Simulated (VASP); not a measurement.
All values below come from PBEsol GGA, VASP's PBE PAW potentials (set 64) (plane waves; VASP).

The input files of a VASP run:

POSCAR:
```
TaN
1
    2.9399400000     0.0000000000     0.0000000000
   -1.4699700000     2.5460630000     0.0000000000
    0.0000000000     0.0000000000     2.8901800000
Ta N
1 1
Direct
  0.0102200000   0.0113680000   0.5209770000
  0.6564470000   0.3219650000  -0.0209770000
```

**KPOINTS**
```
Automatic mesh
0
Gamma
  9 9 8
0 0 0
```

### INCAR
```
! general
SYSTEM =TaN
PREC   =Accurate
ENCUT  =400
LREAL  =.False.   ! projection in real space or not
LASPH  =.True.

! electronic loop
EDIFF  =1E-6   ! SCF stop (eV)
NELM   =100   ! most electronic steps
ALGO   =Normal
LMAXMIX=6   ! l cut-off of mixed one-centre charges

! smearing
ISMEAR =-1
SIGMA  =0.1   ! width (eV)

! functional
GGA    =PS

! ions
ISIF   =2   ! forces and stress, cell fixed

! output
LWAVE  =.False.
LCHARG =.False.
```

POTCAR, in this order: Ta_pv N (PBE.64 set). Program: vasp_std.

The resulting files:

OSZICAR:
```
       N       E                     dE             d eps       ncg     rms          rms(c)
DAV:   1     0.786928371377E+02    0.78693E+02   -0.80802E+03  7824   0.115E+03
DAV:   2    -0.228419166838E+02   -0.10153E+03   -0.96539E+02  9048   0.302E+02
DAV:   3    -0.259854628151E+02   -0.31435E+01   -0.31119E+01  9716   0.524E+01
DAV:   4    -0.260144430225E+02   -0.28980E-01   -0.28938E-01  8656   0.507E+00
DAV:   5    -0.260147627307E+02   -0.31971E-03   -0.31964E-03  9512   0.438E-01    0.243E+01
DAV:   6    -0.238137440686E+02    0.22010E+01   -0.77584E+00  9244   0.276E+01    0.107E+01
DAV:   7    -0.237108910551E+02    0.10285E+00   -0.45190E-01  8880   0.619E+00    0.697E+00
DAV:   8    -0.236800345911E+02    0.30856E-01   -0.13237E-01  8872   0.359E+00    0.953E-01
DAV:   9    -0.236762598272E+02    0.37748E-02   -0.13909E-02  8888   0.986E-01    0.257E-01
DAV:  10    -0.236761182829E+02    0.14154E-03   -0.89479E-04  9300   0.369E-01    0.547E-02
DAV:  11    -0.236760880833E+02    0.30200E-04   -0.89090E-05  9052   0.982E-02    0.155E-02
DAV:  12    -0.236760882683E+02   -0.18501E-06   -0.38927E-06  8568   0.215E-02
   1 F= -.23676088E+02 E0= -.23674612E+02  d E =-.295278E-02
```

### OUTCAR
```
------------------------ aborting loop because EDIFF is reached ----------------------------------------
  FORCE on cell =-STRESS in cart. coord.  units (eV):
  Direction    XX          YY          ZZ          XY          YZ          ZX
  --------------------------------------------------------------------------------------
  Total       -0.5735941     -0.8378203     -0.6400733      0.0906764      0.3183334      0.1756851
  in kB      -42.4798260    -62.0481652    -47.4032130      6.7154059     23.5754685     13.0110719
  external PRESSURE =     -50.6437348 kB  Pullay stress =       0.0000000 kB
  volume of cell :       21.63
      direct lattice vectors                 reciprocal lattice vectors
     2.939940000  0.000000000  0.000000000     0.340142996  0.196381629  0.000000000
    -1.469970000  2.546063000  0.000000000     0.000000000  0.392763258  0.000000000
     0.000000000  0.000000000  2.890180000     0.000000000  0.000000000  0.345999211
 POSITION                                       TOTAL-FORCE (eV/Angst)
 -----------------------------------------------------------------------------------
      0.01334      0.02894      1.50572        -0.383868     -0.756624     -1.739387
      1.45664      0.81974      2.82955         0.383868      0.756624      1.739387
 -----------------------------------------------------------------------------------
    total drift:                               -0.000012     -0.000003      0.000520
  FREE ENERGIE OF THE ION-ELECTRON SYSTEM (eV)
  ---------------------------------------------------
  free  energy   TOTEN  =       -23.6760882683 eV

  energy  without entropy=      -23.6731354931  energy(sigma->0) =      -23.67461188
```
(Selected blocks of OUTCAR.)

At this cut-off the stress carries a Pulay error, which pulls relaxed volumes low.

The structure comes from a computed database's TaN entry (P-6m2); how it stands against other phases isn't given here. The cell was not relaxed at this level, atoms are displaced from their ideal sites.
